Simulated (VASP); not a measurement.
Input:

```
CELL_PARAMETERS angstrom
     -2.04579     2.04579     5.03852
      2.04579    -2.04579     5.03852
      2.04579     2.04579    -5.03852
ATOMIC_POSITIONS crystal
  Ca 0.00000 0.00000 0.00000
  Cu 0.25000 0.75000 0.50000
  Cu 0.75000 0.25000 0.50000
  Ge 0.37744 0.37744 0.00000
  Ge 0.62256 0.62256 0.00000
```

Computed with PBEsol GGA, VASP's PBE PAW potentials (set 64) (plane waves; VASP). Run with 480 eV cut-off, 10×10×10 Γ-centred mesh, first-order Methfessel-Paxton smearing of 0.10 eV, potentials Ca_sv Cu Ge_d.

Q: What does the run give for the energy per atom (σ→0), band gap (on the k-mesh) with the smallest direct gap where there is one?

A: 
```yaml
band gap (on the k-mesh): none (metal, semimetal or under 0.01 eV)
energy per atom (σ→0): -437.9 kJ/mol of atoms
```

Total energies compare only between runs with the same potentials, cut-off and functional.

The structure comes from a computed database's CaCu2Ge2 entry (I4/mmm); how it stands against other phases isn't given here. It was relaxed first.
